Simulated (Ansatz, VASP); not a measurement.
# TiRh in VASP and in Ansatz

The input INCAR:

```
PREC     = Accurate       # precision mode
ENCUT    = 520            # plane-wave cutoff, eV
EDIFF    = 1E-6           # SCF threshold, eV
ISMEAR   = 0              # smearing method
SIGMA    = 0.15           # smearing width, eV
LREAL    = F              # projectors in reciprocal space
LASPH    = T              # aspherical terms in the spheres
NELM     = 100            # most SCF steps
ALGO     = Normal         # electronic algorithm
ISIF     = 2              # what is computed and relaxed
LWAVE    = F              # write WAVECAR
LCHARG   = F              # write CHGCAR
GGA      = CA             # functional
NBANDS   = 20             # bands
```

The input KPOINTS:

```
Automatic mesh
0
Gamma
  16 16 16
```

POSCAR

```
TiRh
1.0
    3.1152020000      0.0000000000      0.0000000000
    0.0000000000      3.1152020000      0.0000000000
    0.0000000000      0.0000000000      3.1152020000
Ti Rh
1 1
Direct
    0.5000000000      0.5000000000      0.5000000000
    0.0000000000      0.0000000000      0.0000000000
```

Input for Ansatz:

```yaml
crystal:
  lattice:
    - [3.115202, 0.0, 0.0]
    - [0.0, 3.115202, 0.0]
    - [0.0, 0.0, 3.115202]
  atoms:
    - { symbol: Ti, position: [0.5, 0.5, 0.5] }
    - { symbol: Rh, position: [0.0, 0.0, 0.0] }
basis:
  ecutwfc: 420
kpoints:
  mp_grid: { grid: [16, 16, 16] }
hamiltonian:
  xc: lda
scf:
  occupations: { method: gaussian, width: 0.15 }
output:
  forces: true
  stress: true
  eigenvalues: true
```

The cell comes from a database or a generator and needn't be the stable form of this composition.

Alike in both runs: task single point; functional LDA; k mesh 16 × 16 × 16; occupations gaussian, width 0.15 eV; no spin polarisation.

|  | VASP | Ansatz |
| --- | --- | --- |
| version | VASP 6.6.1 | Ansatz 0.2.0 |
| potentials or method | VASP PAW LDA potentials, release 64 (Ti_sv, Rh_pv) | scalar-relativistic, plane waves, PAW |
| plane-wave cutoff (eV) | 520 | 420 |
| valence electrons in the cell | 27 | 29 |

Ansatz gave:

| Item | Value |
| --- | --- |
| gap on the k mesh at the Fermi level (eV) | none |
| pressure (GPa) | -13.2 |

Problem. Estimate VASP's values.

Solution. gap on the k mesh at the Fermi level (eV): none; pressure (GPa): -13.0.

A gap of «none» marks a metal or a gap that the smearing closes. The two sets of potentials don't hold the same shells in valence.
